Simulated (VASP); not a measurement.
All values below come from LDA (Ceperley-Alder, Perdew-Zunger), VASP's LDA PAW potentials (set 64) (plane waves; VASP).

A VASP calculation is set up with these files.

**POSCAR**
```
Rb(PRu)2
6.6059150
 -0.3051522764   0.3051522764   1.0000000000
  0.3051522764  -0.3051522764   1.0000000000
  0.3051522764   0.3051522764  -1.0000000000
Rb P Ru
1 2 2
Direct
 -0.0023380000   0.0175780000   0.0077610000
  0.3312220000   0.3444040000   0.0085450000
  0.6639150000   0.6409280000  -0.0301090000
  0.7415610000   0.2708220000   0.5129830000
  0.2656400000   0.7262680000   0.5008200000
```

KPOINTS:
```
K-points
0
gamma
  7 7 7
0 0 0
```

INCAR:
```
SYSTEM = Rb(PRu)2
PREC = Accurate
ENCUT = 300
EDIFF = 1E-6
NELM = 100
ALGO = Normal
LREAL = .FALSE.
LASPH = .TRUE.
ISMEAR = -1
SIGMA = 0.1
LMAXMIX = 4
LWAVE = .FALSE.
LCHARG = .FALSE.
ISIF = 2
```

POTCAR, in this order: Rb_sv P Ru_pv (LDA.64 set). Program: vasp_std.

**Question.** What will the output report for the number of irreducible k-points (NKPTS), largest plane-wave count, number of space-group operations, FFT grid (NGX, NGY, NGZ)?

**Answer.** 
```
Item                                          Result
--------------------------------------  ------------
number of irreducible k-points (NKPTS)           172
largest plane-wave count                        1282
number of space-group operations                   1
FFT grid (NGX, NGY, NGZ)                42 × 42 × 42
```

The structure comes from a computed database's RbRu2P2 entry; how it stands against other phases isn't given here. The cell was not relaxed at this level, atoms are displaced from their ideal sites. The k-mesh is coarse (spacing up to 0.31 per Å, 2π included), so the numbers may not be converged in it. The electron count is odd and the run is not spin-polarised, which forces a metal.
